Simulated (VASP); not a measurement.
# CeRe3: cell size against the level of theory, part 3 of 3

How much does the cell of CeRe3 depend on the functional? The cell is invented: it takes the structure of a Materials Project entry for CePd3 (space group 221 there), with some of its atoms replaced by other elements, volume scaled by an estimate. It may not be a known or stable phase.

VASP 6.6.1, plane waves and PAW; the level of theory is named at each step.

So far. Step 2 (Relaxation with PBE): It ends with forces that vanish by symmetry and a pressure of 0.03 GPa. The conventional cell has a = 4.132 Å. Step 3 (Relaxation with LDA): It ends at 16.76 Å³/atom, -9.2 % from the start, with -0.01 GPa left. The conventional cell has a = 4.062 Å.

## Step 4: Relaxation with PBEsol

This step: PBEsol, spin-polarised from a ferromagnetic start; plane waves and PAW (Re, Ce); invented cell (VASP 6.6.1).

PBEsol restores the gradient expansion of exchange and is tuned for the cells of solids.

INCAR reads:

```
SYSTEM = CeRe3
PREC = Accurate
ENCUT = 520
EDIFF = 1E-06
NELM = 100
ISMEAR = -1
SIGMA = 0.05
LREAL = .FALSE.
ALGO = Normal
GGA = PS
ISPIN = 2
MAGMOM = 1 1 1 1
LMAXMIX = 6
LORBIT = 11
LWAVE = .FALSE.
LCHARG = .FALSE.
KPAR = 2
IBRION = 2
NSW = 60
ISIF = 3
EDIFFG = -0.01
```

POSCAR reads:

```
CeRe3
1.0
    4.1946080000      0.0000000000      0.0000000000
    0.0000000000      4.1946080000      0.0000000000
    0.0000000000      0.0000000000      4.1946080000
Re Ce
3 1
Direct
    0.5000000000      0.0000000000      0.5000000000
    0.0000000000      0.5000000000      0.5000000000
    0.5000000000      0.5000000000      0.0000000000
    0.0000000000      0.0000000000      0.0000000000
```

KPOINTS reads:

```
Automatic mesh
0
Gamma
6 6 6
0 0 0
```

PAW data sets: Re and Ce (PBE family, release 64).

Started as:

```console
> mpirun -np 2 vasp_std
```

The log of the run:

```text
[banner, memory and clock lines left out]
running    2 mpi-ranks, on    1 nodes
[...]
[... a notice as in an earlier step ...]

 LDA part: xc-table for (Slater+PW92), standard interpolation
 POSCAR, INCAR and KPOINTS ok, starting setup
[...]
entering main loop
       N       E                     dE             d eps       ncg     rms          rms(c)
DAV:   1     0.223243917616E+03    0.22324E+03   -0.14105E+04  2996   0.196E+03
DAV:   2     0.503377755846E+01   -0.21821E+03   -0.20508E+03  3278   0.704E+02
DAV:   3    -0.368310910200E+02   -0.41865E+02   -0.38421E+02  3206   0.261E+02
DAV:   4    -0.447899469916E+02   -0.79589E+01   -0.72736E+01  3512   0.937E+01
[...]
DAV:  42    -0.433740410896E+02    0.14946E-03   -0.27612E-04  3466   0.137E-01    0.337E-01
DAV:  43    -0.433740118556E+02    0.29234E-04   -0.53015E-05  3464   0.603E-02    0.226E-01
DAV:  44    -0.433740109375E+02    0.91817E-06   -0.41754E-06  2172   0.309E-02
   1 F= -.43374011E+02 E0= -.43320183E+02  d E =-.433740E+02  mag=     0.0182
[... from here on, the cycles between the ionic steps are left out ...]
   2 F= -.41620233E+02 E0= -.41592159E+02  d E =0.175378E+01  mag=    -0.0000
   3 F= -.43674109E+02 E0= -.43627836E+02  d E =-.300098E+00  mag=    -0.9345
   4 F= -.43674676E+02 E0= -.43628102E+02  d E =-.300665E+00  mag=    -0.8899
   5 F= -.43674804E+02 E0= -.43628216E+02  d E =-.300793E+00  mag=    -0.8958
[...]
reached required accuracy - stopping structural energy minimisation
```

Elapsed: 11 min, on 2 MPI ranks of AMD EPYC 7R43, shared host; peak memory 0.49 GiB; 19 min of CPU time.

Parts of OUTCAR (step 4):

```text
  Total       -0.0036921     -0.0036921     -0.0036921      0.0000000     -0.0000000     -0.0000000
  in kB       -0.0870116     -0.0870116     -0.0870116      0.0000000     -0.0000000     -0.0000000
  external PRESSURE =      -0.0870116 kB  Pullay stress =       0.0000000 kB

 POSITION                                       TOTAL-FORCE (eV/Angst)
 -----------------------------------------------------------------------------------
      2.04067      0.00000      2.04067         0.000000      0.000000      0.000000
      0.00000      2.04067      2.04067         0.000000      0.000000      0.000000
      2.04067      2.04067     -0.00000        -0.000000     -0.000000      0.000000
      0.00000      0.00000      0.00000        -0.000000     -0.000000      0.000000
 -----------------------------------------------------------------------------------
    total drift:                                0.000000     -0.000000     -0.000000

  FREE ENERGIE OF THE ION-ELECTRON SYSTEM (eV)
  ---------------------------------------------------
  free  energy   TOTEN  =       -43.6748043893 eV

  energy  without entropy=      -43.5816277919  energy(sigma->0) =      -43.62821609

 magnetization (x)
# of ion       s       p       d       f       tot
--------------------------------------------------
    1       -0.006  -0.009  -0.205   0.000  -0.220
    2       -0.006  -0.009  -0.205   0.000  -0.220
    3       -0.006  -0.009  -0.205   0.000  -0.220
    4       -0.000  -0.014  -0.023  -0.144  -0.181
--------------------------------------------------
tot         -0.018  -0.042  -0.638  -0.144  -0.842

[... 2 parts as in an earlier step ...]

[... 2 further parts left out ...]
[key lines of the parts left out:]
E-fermi :   8.1221
```

The magnetic state follows from one typed start and may not be the lowest. The PAW data sets were made with PBE, which is usual practice but a small mismatch for other functionals.

Relaxation path:

```
step  energy less that of the first step (eV)  largest force (eV/Å)  pressure (GPa)  volume (Å³)
   1                                   0.0000                0.0000          -16.06        73.80
   2                                   1.7538                0.0000           64.47        55.76
   3                                  -0.3001                0.0000           -1.61        68.26
   4                                  -0.3007                0.0000            0.35        67.87
   5                                  -0.3008                0.0000           -0.01        67.98
```

```
conventional cell, symmetrised  before  after  change
                         a (Å)   4.195  4.081  -2.7 %
                         b (Å)   4.195  4.081  -2.7 %
                         c (Å)   4.195  4.081  -2.7 %
              volume (Å³/atom)   18.45  17.00  -7.9 %
```

Final coordinates:

```xyz
4
Lattice="4.0813 0.0000 0.0000 0.0000 4.0813 0.0000 0.0000 0.0000 4.0813" Properties=species:S:1:pos:R:3 pbc="T T T"
Re    2.0407    0.0000    2.0407
Re    0.0000    2.0407    2.0407
Re    2.0407    2.0407    0.0000
Ce    0.0000    0.0000    0.0000
```

Spin moment in the PAW sphere by atom:

```
atom  spin moment in the PAW sphere (μB)
 Re1                              -0.220
 Re2                              -0.220
 Re3                              -0.220
 Ce4                              -0.181
```

It ends at 17.00 Å³/atom, -7.9 % from the start, with -0.01 GPa left. The conventional cell has a = 4.081 Å.

## Step 5: Relaxation with r2SCAN

This step: r2SCAN, spin-polarised from a ferromagnetic start; plane waves and PAW (Re, Ce); invented cell (VASP 6.6.1).

r2SCAN adds the kinetic-energy density, costs more than a GGA and is run with LASPH.

INCAR, as its differences from that of step 4:

```diff
@@ -9,3 +9,4 @@
 ALGO = Normal
-GGA = PS
+METAGGA = R2SCAN
+LASPH = .TRUE.
 ISPIN = 2
```

POSCAR is that of step 4.

KPOINTS is that of step 4.

Started as:

```console
> mpirun -np 2 vasp_std
```

The log of the run:

```text
[banner, memory and clock lines left out]
running    2 mpi-ranks, on    1 nodes
[...]
[... a notice as in an earlier step ...]

 LDA part: xc-table for (None), standard interpolation
 POSCAR, INCAR and KPOINTS ok, starting setup
[...]
entering main loop
       N       E                     dE             d eps       ncg     rms          rms(c)
DAV:   1     0.953385519733E+02    0.95339E+02   -0.14622E+04  2960   0.202E+03
DAV:   2    -0.134405228838E+03   -0.22974E+03   -0.21599E+03  3274   0.731E+02
DAV:   3    -0.180113622457E+03   -0.45708E+02   -0.41756E+02  3218   0.278E+02
DAV:   4    -0.189446688757E+03   -0.93331E+01   -0.85715E+01  3520   0.103E+02
[...]
DAV:  34    -0.184998933248E+03   -0.45171E-05   -0.14684E-05  3032   0.390E-02    0.524E-02
DAV:  35    -0.184998929764E+03    0.34841E-05   -0.34419E-06  1978   0.375E-02    0.424E-02
DAV:  36    -0.184998929601E+03    0.16376E-06   -0.10260E-06  1698   0.197E-02
   1 F= -.18499893E+03 E0= -.18496785E+03  d E =-.184999E+03  mag=     2.4410
[...]
N       E                     dE             d eps       ncg     rms          rms(c)
DAV:   1    -0.187208822367E+03   -0.22099E+01   -0.36057E+02  2386   0.873E+02    0.552E+01
DAV:   2    -0.186096092474E+03    0.11127E+01   -0.30931E+01  3364   0.868E+01    0.216E+01
DAV:   3    -0.186873803748E+03   -0.77771E+00   -0.61989E+01  3430   0.109E+02    0.107E+01
DAV:   4    -0.184901378303E+03    0.19724E+01   -0.45654E+00  3436   0.247E+01    0.631E+00
[...]
DAV:  19    -0.184424094088E+03   -0.14787E-05   -0.25613E-05  2718   0.305E-02    0.304E-02
DAV:  20    -0.184424095129E+03   -0.10410E-05   -0.13320E-05  2578   0.261E-02    0.282E-02
DAV:  21    -0.184424095528E+03   -0.39853E-06   -0.73971E-06  2416   0.211E-02
   2 F= -.18442410E+03 E0= -.18439480E+03  d E =0.574834E+00  mag=     1.6703
 trial-energy change:    0.574834  1 .order    0.650926   -0.803164    2.105015
 step:   0.3097(harm=  0.2762)  dis= 0.00000  next Energy=  -185.125576 (dE=-0.127E+00)
[...]
N       E                     dE             d eps       ncg     rms          rms(c)
DAV:   1    -0.189544429954E+03   -0.51203E+01   -0.11216E+02  2952   0.340E+02    0.444E+01
DAV:   2    -0.226486969103E+03   -0.36943E+02   -0.10532E+03  3208   0.549E+02    0.263E+01
DAV:   3    -0.199499867847E+03    0.26987E+02   -0.61077E+01  3488   0.138E+02    0.185E+01
DAV:   4    -0.188057672641E+03    0.11442E+02   -0.26467E+01  3322   0.647E+01    0.959E+00
[...]
DAV:  11    -0.185130647992E+03    0.16167E-01   -0.27660E-01  3440   0.544E+00    0.428E-01
DAV:  12    -0.185141527763E+03   -0.10880E-01   -0.69458E-02  3340   0.285E+00    0.122E+00
DAV:  13    -0.185140413820E+03    0.11139E-02   -0.10668E-02  3420   0.833E-01    0.108E+00
 hard stop encountered!  aborting job ...
|                                                                             |
|           W    W    AA    RRRRR   N    N  II  N    N   GGGG   !!!           |
|           W    W   A  A   R    R  NN   N  II  NN   N  G    G  !!!           |
|           W    W  A    A  R    R  N N  N  II  N N  N  G       !!!           |
|           W WW W  AAAAAA  RRRRR   N  N N  II  N  N N  G  GGG   !            |
|           WW  WW  A    A  R   R   N   NN  II  N   NN  G    G                |
|           W    W  A    A  R    R  N    N  II  N    N   GGGG   !!!           |
|                                                                             |
|     The electronic self-consistency was not achieved in the given           |
|     number of steps (NELM). The forces and other quantities evaluated       |
|     might not be reliable so examine the results carefully. If you find     |
|     spurious results, we suggest increasing NELM, if you were close to      |
|     convergence or switching to a different ALGO or adjusting the           |
|     density mixing parameters otherwise.                                    |
|                                                                             |

 soft stop encountered!  aborting job ...
   3 F= -.18514041E+03 E0= -.18510919E+03  d E =-.624421E-01  mag=     2.1263
 deleting file STOPCAR
```

It took 15 min on 2 MPI ranks; peak memory 0.51 GiB.

The run was stopped at its time limit, by a STOPCAR file.

By then 2 ionic steps had been finished.

More ranks or a longer limit might have been enough; this was not tried, nor was going on from the last geometry.

## Step 6: Relaxation with PBE + D3(BJ)

This step: PBE with D3(BJ), spin-polarised from a ferromagnetic start; plane waves and PAW (Re, Ce); invented cell (VASP 6.6.1).

A dispersion term adds the long-range attraction that semilocal functionals lack. D3 with Becke-Johnson damping keeps a finite attraction at short range.

INCAR, as its differences from that of step 5:

```diff
@@ -9,4 +9,4 @@
 ALGO = Normal
-METAGGA = R2SCAN
-LASPH = .TRUE.
+GGA = PE
+IVDW = 12
 ISPIN = 2
```

POSCAR is that of step 5.

KPOINTS is that of step 5.

Started as:

```console
> mpirun -np 2 vasp_std
```

The log of the run:

```text
[... set-up lines as in an earlier step ...]
 entering main loop
       N       E                     dE             d eps       ncg     rms          rms(c)
[... 46 cycles as in an earlier step ...]
   1 F= -.42531605E+02 E0= -.42489161E+02  d E =-.425316E+02  mag=     1.4253
[...]
2 F= -.41421394E+02 E0= -.41390378E+02  d E =0.111021E+01  mag=    -0.0002
[...]
3 F= -.42757081E+02 E0= -.42705144E+02  d E =-.225477E+00  mag=    -0.0000
[...]
4 F= -.42757888E+02 E0= -.42706075E+02  d E =-.226283E+00  mag=    -0.0003
[...]
reached required accuracy - stopping structural energy minimisation
```

It took 6.9 min on 2 MPI ranks; peak memory 0.5 GiB.

OUTCAR, selected parts (step 6):

```text
 Edisp (eV)   -2.49207

 Edisp (eV)   -2.50213

  Total       0.00062     0.00062     0.00062     0.00000     0.00000    -0.00000
  in kB       0.01460     0.01460     0.01460     0.00000     0.00000    -0.00000
  external pressure =        0.01 kB  Pullay stress =        0.00 kB

 POSITION                                       TOTAL-FORCE (eV/Angst)
 -----------------------------------------------------------------------------------
      2.04663      0.00000      2.04663         0.000000      0.000000      0.000000
     -0.00000      2.04663      2.04663        -0.000000      0.000000      0.000000
      2.04663      2.04663     -0.00000         0.000000      0.000000      0.000000
      0.00000      0.00000      0.00000         0.000000      0.000000      0.000000
 -----------------------------------------------------------------------------------
    total drift:                                0.000000     -0.000000     -0.000000

  FREE ENERGIE OF THE ION-ELECTRON SYSTEM (eV)
  ---------------------------------------------------
  free  energy   TOTEN  =       -42.7578876368 eV

  energy  without entropy=      -42.6542630907  energy(sigma->0) =      -42.70607536

[... 3 parts as in an earlier step ...]

[... 2 further parts left out ...]
[key lines of the parts left out:]
E-fermi :   8.1722
```

Dispersion corrections of this kind ignore metallic screening and tend to overbind metals.

It ends at 17.15 Å³/atom, -7.1 % from the start, with 0.00 GPa left. The conventional cell has a = 4.093 Å. Against plain PBE, the dispersion term moves a by -0.9 %.

## Step 7: Relaxation with TPSS + D3(BJ)

This step: TPSS with D3(BJ), spin-polarised from a ferromagnetic start; plane waves and PAW (Re, Ce); invented cell (VASP 6.6.1).

TPSS is an older meta-GGA.

INCAR, as its differences from that of step 6:

```diff
@@ -9,4 +9,5 @@
 ALGO = Normal
-GGA = PE
+METAGGA = TPSS
 IVDW = 12
+LASPH = .TRUE.
 ISPIN = 2
```

POSCAR is that of step 6.

KPOINTS is that of step 6.

Started as:

```console
> mpirun -np 2 vasp_std
```

The log of the run:

```text
[... set-up lines as in an earlier step ...]
 entering main loop
       N       E                     dE             d eps       ncg     rms          rms(c)
DAV:   1     0.369583571944E+03    0.36958E+03   -0.14891E+04  2384   0.236E+03
DAV:   2     0.671950932023E+02   -0.30239E+03   -0.29391E+03  3000   0.101E+03
DAV:   3    -0.472024574904E+01   -0.71915E+02   -0.65899E+02  3290   0.399E+02
DAV:   4    -0.193832900795E+02   -0.14663E+02   -0.12827E+02  3512   0.144E+02
[...]
DAV:  64    -0.508996163450E+02    0.60942E-05   -0.17619E-06  1728   0.324E-02    0.222E-02
DAV:  65    -0.508996152948E+02    0.10502E-05   -0.43057E-06  2064   0.266E-02    0.120E-02
DAV:  66    -0.508996144852E+02    0.80968E-06   -0.76835E-07  1474   0.296E-02
   1 F= -.54412745E+02 E0= -.54370408E+02  d E =-.544127E+02  mag=     1.3296
[...]
N       E                     dE             d eps       ncg     rms          rms(c)
DAV:   1    -0.555511081389E+02   -0.46515E+01   -0.18903E+03  2218   0.218E+03    0.135E+02
DAV:   2    -0.511510696998E+02    0.44000E+01   -0.85605E+01  3204   0.192E+02    0.319E+01
DAV:   3    -0.487715483313E+02    0.23795E+01   -0.37945E+01  3470   0.117E+02    0.230E+01
DAV:   4    -0.467313407261E+02    0.20402E+01   -0.60802E+00  3420   0.320E+01    0.125E+01
DAV:   5    -0.466684001343E+02    0.62941E-01   -0.23265E+00  3410   0.151E+01    0.710E+00
DAV:   6    -0.466217749777E+02    0.46625E-01   -0.51185E-01  3494   0.859E+00    0.682E+00
DAV:   7    -0.466562050049E+02   -0.34430E-01   -0.11962E-01  3426   0.269E+00    0.623E+00
DAV:   8    -0.466978256254E+02   -0.41621E-01   -0.50421E-02  3488   0.184E+00    0.488E+00
 hard stop encountered!  aborting job ...
 [... a notice as in an earlier step ...]

 soft stop encountered!  aborting job ...
   2 F= -.51681854E+02 E0= -.51656961E+02  d E =-.497859E-01  mag=     0.0027
 deleting file STOPCAR
```

Elapsed: 16 min, on 2 MPI ranks; peak memory 0.5 GiB.

The run was stopped at its time limit, by a STOPCAR file.

By then 1 ionic step had been finished.

More ranks or a longer limit might have been enough; this was not tried, nor was going on from the last geometry.

## Step 8: Relaxation with r2SCAN + D4

This step: r2SCAN with D4, spin-polarised from a ferromagnetic start; plane waves and PAW (Re, Ce); invented cell (VASP 6.6.1).

D4 lets the coefficients depend on atomic charges too.

INCAR, as its differences from that of step 7:

```diff
@@ -9,4 +9,8 @@
 ALGO = Normal
-METAGGA = TPSS
-IVDW = 12
+METAGGA = R2SCAN
+IVDW = 13
+VDW_S6 = 1
+VDW_S8 = 0.6018749
+VDW_A1 = 0.51559235
+VDW_A2 = 5.77342911
 LASPH = .TRUE.
```

POSCAR is that of step 7.

KPOINTS is that of step 7.

Started as:

```console
> mpirun -np 2 vasp_std
```

The log of the run:

```text
[... set-up lines as in an earlier step ...]
 entering main loop
       N       E                     dE             d eps       ncg     rms          rms(c)
[... 35 cycles as in an earlier step ...]
   1 F= -.18572771E+03 E0= -.18569663E+03  d E =-.185728E+03  mag=     2.4410
[...]
N       E                     dE             d eps       ncg     rms          rms(c)
DAV:   1    -0.187511611366E+03   -0.25127E+01   -0.49718E+02  2344   0.105E+03    0.658E+01
DAV:   2    -0.185974788584E+03    0.15368E+01   -0.36783E+01  3372   0.104E+02    0.227E+01
DAV:   3    -0.186796450666E+03   -0.82166E+00   -0.62560E+01  3430   0.115E+02    0.121E+01
DAV:   4    -0.184521103599E+03    0.22753E+01   -0.52052E+00  3446   0.269E+01    0.671E+00
[...]
DAV:   9    -0.184082910230E+03   -0.12010E-01   -0.12715E-01  3400   0.350E+00    0.107E+00
DAV:  10    -0.184079615625E+03    0.32946E-02   -0.31111E-02  3492   0.207E+00    0.678E-01
DAV:  11    -0.184078892766E+03    0.72286E-03   -0.11950E-02  3486   0.934E-01    0.518E-01
 hard stop encountered!  aborting job ...
 [... a notice as in an earlier step ...]

 soft stop encountered!  aborting job ...
   2 F= -.18495097E+03 E0= -.18491877E+03  d E =-.643852E-01  mag=     0.9123
 deleting file STOPCAR
```

The job ended after 8.9 min (2 MPI ranks; peak memory 0.48 GiB).

The run was stopped at its time limit, by a STOPCAR file.

By then 1 ionic step had been finished.

More ranks or a longer limit might have been enough; this was not tried, nor was going on from the last geometry.

## Step 9: The cells as a table

This step: relaxed cells at several levels; plane waves and PAW; invented cell (VASP 6.6.1).

No new run; the numbers come from the runs before.

Lengths are those of the conventional cell; cost is the wall time of each run, as given at its step, times its ranks, without the set-up around it. Results by level, by row:

```
       level  volume (Å³/atom)  change from the start (%)  a (Å)  largest site moment (μB)  cost (core minutes)
         PBE             17.64                       -4.4  4.132                         0                 24.3
         LDA             16.76                       -9.2  4.062                         0                 28.7
      PBEsol                17                       -7.9  4.081                      0.22                 21.1
PBE + D3(BJ)             17.15                       -7.1  4.093                         0                 13.8
```

## Step 10: Summary of results

```
volume, PBE          : 17.64 Å³/atom
volume, LDA          : 16.76 Å³/atom
volume, PBEsol       : 17.00 Å³/atom
volume, PBE + D3(BJ) : 17.15 Å³/atom
```

In words: For CeRe3 the levels give volumes between 16.76 Å³/atom (LDA) and 17.64 Å³/atom (PBE), a spread of 5.3 %, while the cost of the finished runs spans a factor of 2.1. The costs hold the number of ionic steps as well as the price of the functional. PBE, LDA and PBE + D3(BJ) ended without moments and the others with them, so the comparison mixes magnetic states. Adding D3(BJ) to PBE changes the volume by -2.8 % (a by -0.9 %). Pairwise corrections of the D and TS kind ignore the screening in a metal, so they may overbind here. Within 0.02 Å all end in space group Pm-3m; the runs can't lower the symmetry of the start. The k-sampling is coarse for a metal, so the Fermi level, moments, pressures and the shape of the cell carry errors. Only the typed magnetic starts were tried, so the magnetic ground state may differ and with it the other results. Spin-orbit coupling is left out. Not obtained: r2SCAN, because the run hit its time limit. Not obtained: TPSS + D3(BJ), because the run hit its time limit. Not obtained: r2SCAN + D4, because the run hit its time limit. Each is a single relaxation on the plane waves of the start cell, so larger changes of volume carry a basis-set error that was not tested here. Zero-point and thermal expansion are not included. Nothing here tests the cell against competing phases.

[Lines on the potential files, build, host, timing and source positions are cut from VASP's logs without a mark.]

[Logs are printed without paths, hosts, clocks, repeated set-up lines and the standing remarks that a program may print on its own settings, such as how far it seeks lower states.]

[Hosts, paths, dates, database ids (printed as entryN), source tags and the programs' standing remarks are cut or masked in the printed files.]

[A measured line is paired with the nearest computed mode of its activity, which favours agreement.]

[In band tables of VASP the shares of atoms and orbitals are scaled to a sum of 1 inside the atoms' spheres.]
